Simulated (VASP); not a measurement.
Consider the following.

```xyz
6
Lattice="4.8535 0.0000 0.0000 0.0000 4.8535 0.0000 0.0000 0.0000 3.2436" Properties=species:S:1:pos:R:3 pbc="T T T"
Zr     0.0000     0.0000     0.0000
Zr     2.4267     2.4267     1.6218
O      3.3696     1.4839     0.0000
O      1.4839     3.3696     0.0000
O      0.9429     0.9429     1.6218
O      3.9106     3.9106     1.6218
```

Calculation: PBEsol GGA with spin-orbit coupling, VASP's PBE PAW potentials (set 64) (plane waves; VASP). Numerical set-up: 520 eV cut-off, 4×4×6 Γ-centred mesh, Gaussian smearing of 0.050 eV, potentials Zr_sv O.

**Question.** Give the energies of bands 41 to 54 at the high-symmetry points, in eV from the valence-band maximum.

**Answer.** 
```
band      Γ      X      M      Z      R      A
----  -----  -----  -----  -----  -----  -----
41    -0.75  -1.40  -1.07  -1.95  -1.61  -1.10
42    -0.75  -1.40  -1.07  -1.95  -1.61  -1.10
43    -0.55  -1.40  -1.07  -1.95  -1.59  -1.10
44    -0.55  -1.40  -1.07  -1.95  -1.59  -1.10
45    -0.52  -0.66  -0.79  -0.84  -0.93  -0.47
46    -0.52  -0.66  -0.79  -0.84  -0.93  -0.47
47     0.00  -0.66  -0.79  -0.84  -0.92  -0.47
48     0.00  -0.66  -0.79  -0.84  -0.92  -0.47
49     3.59   4.21   3.65   4.87   3.56   4.39
50     3.59   4.21   3.65   4.87   3.56   4.39
51     3.75   4.21   3.65   4.87   3.58   4.39
52     3.75   4.21   3.65   4.87   3.58   4.39
53     4.41   5.30   4.75   5.22   5.43   5.19
54     4.41   5.30   4.75   5.22   5.43   5.19
```

The gap is indirect, 3.56 eV, from the valence maximum at Γ to the conduction minimum at R.

The structure comes from a computed database's ZrO2 entry (P4_2/mnm); how it stands against other phases isn't given here. It was relaxed first.
